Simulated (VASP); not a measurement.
```
CELL_PARAMETERS angstrom
      0.00000     3.19198     3.19198
      3.19198     0.00000     3.19198
      3.19198     3.19198     0.00000
ATOMIC_POSITIONS crystal
  K  0.00000 0.00000 0.00000
  Cl 0.50000 0.50000 0.50000
```

Computed with PBE GGA, VASP's PBE PAW potentials (set 64) (plane waves; VASP 6.6.1). Numerical set-up: 400 eV cut-off, 7×7×7 Γ-centred mesh, Gaussian smearing of 0.050 eV, potentials K_sv Cl.

**Question.** Estimate the energy per atom (σ→0), band gap (on the k-mesh) with the smallest direct gap where there is one.

**Answer.** 
* **band gap (on the k-mesh)**: 5.04 eV
* **smallest direct gap (on the k-mesh)**: 5.04 eV
* **energy per atom (σ→0)**: -3.405 eV/atom

Only differences to runs with the same potentials and settings are physical.

The compound is KCl in the rock salt structure. It was relaxed first. The start is the result of an earlier pass.
